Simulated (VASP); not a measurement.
Here is the system:

```xyz
2
Lattice="0.0000 2.4968 2.4968 2.4968 0.0000 2.4968 2.4968 2.4968 0.0000" Properties=species:S:1:pos:R:3 pbc="T T T"
Rh     0.0000     0.0000     0.0000
Al     2.4968     2.4968     2.4968
```

The numbers are results of PBE GGA, VASP's PBE PAW potentials (set 64) (plane waves; VASP), not measurements. Settings: 400 eV cut-off, Gaussian smearing of 0.050 eV, potentials Rh_pv Al.

Problem. Give the energies of bands 4 to 12 at the high-symmetry points, in eV from the Fermi level.

Solution. 
| band | Γ | X | U | L | W |
|---|---|---|---|---|---|
| 4 | -9.38 | -6.29 | -5.74 | -5.60 | -5.62 |
| 5 | -2.78 | -3.99 | -4.12 | -4.96 | -3.68 |
| 6 | -2.78 | -2.88 | -3.39 | -3.51 | -3.68 |
| 7 | -2.78 | -1.99 | -2.69 | -3.51 | -3.12 |
| 8 | -2.60 | -1.08 | -1.30 | -1.42 | -1.07 |
| 9 | -2.60 | -1.08 | -0.35 | -1.42 | 0.42 |
| 10 | 6.16 | 1.12 | 0.22 | 0.13 | 0.67 |
| 11 | 6.16 | 1.93 | 1.41 | 7.15 | 0.67 |
| 12 | 6.16 | 1.93 | 3.69 | 7.39 | 2.18 |

It has no gap at this level: it comes out as a metal or semimetal.

The structure was generated: RhAl was put into the rock salt type (Fm-3m), which need not be its known phase. It was relaxed first, which changed the volume by -32 %.
